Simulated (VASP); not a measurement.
OSZICAR of a VASP run on SiO$_{2}$ (space group Ima2):

File OSZICAR:
```
       N       E                     dE             d eps       ncg     rms          rms(c)
DAV:   1     0.477975807461E+03    0.47798E+03   -0.31169E+04  2106   0.144E+03
DAV:   2    -0.642712159135E+02   -0.54225E+03   -0.52886E+03  2737   0.336E+02
DAV:   3    -0.109858424987E+03   -0.45587E+02   -0.45415E+02  2470   0.109E+02
DAV:   4    -0.110687053305E+03   -0.82863E+00   -0.82668E+00  2508   0.158E+01
DAV:   5    -0.110708291988E+03   -0.21239E-01   -0.21228E-01  2435   0.242E+00    0.285E+01
DAV:   6    -0.988196583337E+02    0.11889E+02   -0.52610E+01  2414   0.345E+01    0.137E+01
DAV:   7    -0.986975523226E+02    0.12211E+00   -0.13740E+00  2677   0.532E+00    0.517E+00
DAV:   8    -0.986335658501E+02    0.63986E-01   -0.74021E-02  2470   0.189E+00    0.177E+00
DAV:   9    -0.986347771573E+02   -0.12113E-02   -0.33070E-02  2477   0.117E+00    0.419E-01
DAV:  10    -0.986442502708E+02   -0.94731E-02   -0.10327E-02  2288   0.527E-01    0.163E-01
DAV:  11    -0.986447849826E+02   -0.53471E-03   -0.37582E-03  2484   0.355E-01    0.537E-02
DAV:  12    -0.986451591768E+02   -0.37419E-03   -0.42816E-04  2302   0.114E-01    0.558E-02
DAV:  13    -0.986451728451E+02   -0.13668E-04   -0.79006E-05  2414   0.537E-02    0.268E-02
DAV:  14    -0.986451548115E+02    0.18034E-04   -0.42789E-05  2386   0.370E-02    0.581E-03
DAV:  15    -0.986451544715E+02    0.34002E-06   -0.23558E-06  1924   0.124E-02
   1 F= -.98645154E+02 E0= -.98645154E+02  d E =-.986452E+02
       N       E                     dE             d eps       ncg     rms          rms(c)
DAV:   1    -0.986451948677E+02   -0.40056E-04   -0.72652E-02  2239   0.162E+00    0.114E-01
DAV:   2    -0.986452464951E+02   -0.51627E-04   -0.21089E-03  2484   0.259E-01    0.466E-02
DAV:   3    -0.986452137932E+02    0.32702E-04   -0.11175E-04  2477   0.757E-02    0.202E-02
DAV:   4    -0.986452090318E+02    0.47614E-05   -0.20999E-05  2484   0.289E-02    0.102E-02
DAV:   5    -0.986452085897E+02    0.44211E-06   -0.77285E-06  2492   0.178E-02
   2 F= -.98645209E+02 E0= -.98645209E+02  d E =-.541182E-04
       N       E                     dE             d eps       ncg     rms          rms(c)
DAV:   1    -0.986452636629E+02   -0.54631E-04   -0.12259E-02  2218   0.667E-01    0.465E-02
DAV:   2    -0.986452713879E+02   -0.77250E-05   -0.35756E-04  2484   0.107E-01    0.194E-02
DAV:   3    -0.986452655406E+02    0.58473E-05   -0.17773E-05  2484   0.305E-02    0.885E-03
DAV:   4    -0.986452645953E+02    0.94535E-06   -0.37154E-06  2124   0.123E-02
   3 F= -.98645265E+02 E0= -.98645265E+02  d E =-.110124E-03
       N       E                     dE             d eps       ncg     rms          rms(c)
DAV:   1    -0.986453614210E+02   -0.95880E-04   -0.62196E-02  2134   0.150E+00    0.605E-02
DAV:   2    -0.986454253663E+02   -0.63945E-04   -0.12085E-03  2484   0.200E-01    0.302E-02
DAV:   3    -0.986454052603E+02    0.20106E-04   -0.48940E-05  2477   0.532E-02    0.160E-02
DAV:   4    -0.986453994510E+02    0.58092E-05   -0.14935E-05  2484   0.247E-02    0.573E-03
DAV:   5    -0.986453987548E+02    0.69620E-06   -0.42280E-06  2364   0.132E-02
   4 F= -.98645399E+02 E0= -.98645399E+02  d E =-.134160E-03
```

Q: Which electronic solver shows in the log?

A: It is blocked Davidson (ALGO = Normal, or the opening steps of other solvers). The INCAR had ALGO = Normal.

Q: Can the final energy be trusted as converged?

A: Self-consistency was reached. It stopped with EDIFF = 1E-6, NELM = 100, NSW = 60 and EDIFFG = -0.02 after 4 ionic steps (PBEsol GGA, plane waves, VASP's PBE PAW potentials (set 64)).

The structure comes from a computed database's SiO2 entry (Ima2); how it stands against other phases isn't given here. This run relaxes it. Symmetry was kept, so distortions that lower it aren't found. The start is the result of an earlier pass.
